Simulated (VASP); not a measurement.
The input files of a VASP run:

**INCAR**
```
SYSTEM  =  HgTe
PREC  =  Accurate; ENCUT  =  520; LREAL  =  .FALSE.
LASPH  =  .TRUE.
EDIFF  =  1E-6; NELM  =  100; ALGO  =  Normal
LMAXMIX  =  6
ISMEAR  =  1; SIGMA  =  0.1
GGA  =  MK; LUSE_VDW  =  .TRUE.; AGGAC  =  0.0
PARAM1  =  0.1234; PARAM2  =  1.0
IBRION  =  2; NSW  =  60; ISIF  =  3
EDIFFG  =  -0.01
LWAVE  =  .FALSE.; LCHARG  =  .FALSE.
```

**POSCAR**
```
HgTe
1.0
  0.0000000000   3.2927698024   3.2927698024
  3.2927698024   0.0000000000   3.2927698024
  3.2927698024   3.2927698024   0.0000000000
Hg Te
1 1
Cartesian
  0.0000000000   0.0000000000   0.0000000000
  1.6463849012   1.6463849012   1.6463849012
```

### KPOINTS
```
K-points
0
gamma
9 9 9
0 0 0
```

POTCAR, in this order: Hg Te (PBE.64 set). Program: vasp_std.

Problem. Write an equivalent input for Quantum ESPRESSO's pw.x.

Solution. One equivalent input (not run):
```
&CONTROL
  calculation = 'vc-relax'
  pseudo_dir = './pseudo'
  outdir = './out'
  tprnfor = .true.
  tstress = .true.
  nstep = 60
  forc_conv_thr = 0.00039
/
&SYSTEM
  ibrav = 0
  nat = 2
  ntyp = 2
  ecutwfc = 82.3
  occupations = 'smearing'
  smearing = 'methfessel-paxton'
  degauss = 0.00735
  input_dft = 'vdw-df-ob86'
/
&ELECTRONS
  conv_thr = 7.3e-08
  electron_maxstep = 100
/
&IONS
/
&CELL
/
ATOMIC_SPECIES
  Hg 200.592 Hg.upf
  Te 127.600 Te.upf
CELL_PARAMETERS angstrom
     0.0000000    3.2927698    3.2927698
     3.2927698   -0.0000000    3.2927698
     3.2927698    3.2927698   -0.0000000
ATOMIC_POSITIONS crystal
  Hg   0.0000000  0.0000000  0.0000000
  Te   0.2500000  0.2500000  0.2500000
K_POINTS automatic
  9 9 9 0 0 0
```
The two are equivalent in intent, not identical: the potentials are each code's own (VASP's PAW set, PseudoDojo norm-conserving files in pw.x), so ENCUT and ecutwfc are chosen apart and not converted; conv_thr bounds pw.x's estimated SCF error, while EDIFF bounds the energy change between steps; forc_conv_thr acts on force components and is met together with etot_conv_thr.

The compound is HgTe in the zinc blende structure. It was relaxed first, which changed the volume by +6 %. The start is the result of an earlier pass.
